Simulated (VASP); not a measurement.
The input files of a VASP run:

### KPOINTS
```
kpoints
0
gamma
  12 12 7
0 0 0
```

### POSCAR
```
Sr
1
    4.2586180000     0.0000000000     0.0000000000
   -2.1293090000     3.6880710000     0.0000000000
    0.0000000000     0.0000000000     6.9748190000
Sr
2
Direct
  0.3333330000   0.6666670000   0.2500000000
  0.6666670000   0.3333330000   0.7500000000
```

INCAR:
```
# general
SYSTEM  = Sr
PREC    = Accurate
ENCUT   = 300   # plane-wave cut-off (eV)
LREAL   = .False.
LASPH   = .True.   # aspherical one-centre terms

# electronic loop
EDIFF   = 1E-6
NELM    = 100   # most electronic steps
ALGO    = Normal   # blocked Davidson
LMAXMIX = 4

# smearing
ISMEAR  = 0   # Gaussian
SIGMA   = 0.272

# ions
ISIF    = 2

# output
LWAVE   = .False.
LCHARG  = .False.
```

POTCAR, in this order: Sr_sv (LDA.64 set). Program: vasp_std.

Problem. Translate this LDA calculation to Quantum ESPRESSO's pw.x.

Solution. One equivalent input (not run):
```
&CONTROL
  calculation = 'scf'
  pseudo_dir = './pseudo'
  outdir = './out'
  tprnfor = .true.
  tstress = .true.
/
&SYSTEM
  ibrav = 0
  nat = 2
  ntyp = 1
  ecutwfc = 68
  occupations = 'smearing'
  smearing = 'gaussian'
  degauss = 0.01999
  input_dft = 'pz'
/
&ELECTRONS
  conv_thr = 7.3e-08
  electron_maxstep = 100
/
ATOMIC_SPECIES
  Sr 87.620 Sr.upf
CELL_PARAMETERS angstrom
     4.2586180    0.0000000    0.0000000
    -2.1293090    3.6880710    0.0000000
     0.0000000    0.0000000    6.9748190
ATOMIC_POSITIONS crystal
  Sr   0.3333330  0.6666670  0.2500000
  Sr   0.6666670  0.3333330  0.7500000
K_POINTS automatic
  12 12 7 0 0 0
```
What does not carry over: the potentials are each code's own (VASP's PAW set, PseudoDojo norm-conserving files in pw.x), so ENCUT and ecutwfc are chosen apart and not converted; conv_thr bounds pw.x's estimated SCF error, while EDIFF bounds the energy change between steps.

The structure comes from a computed database's Sr entry; how it stands against other phases isn't given here. The cell was not relaxed at this level. The run is one of a series of settings (GGA removed, POTCAR Sr_sv (LDA.64 set) against the base run), some of them coarse on purpose.
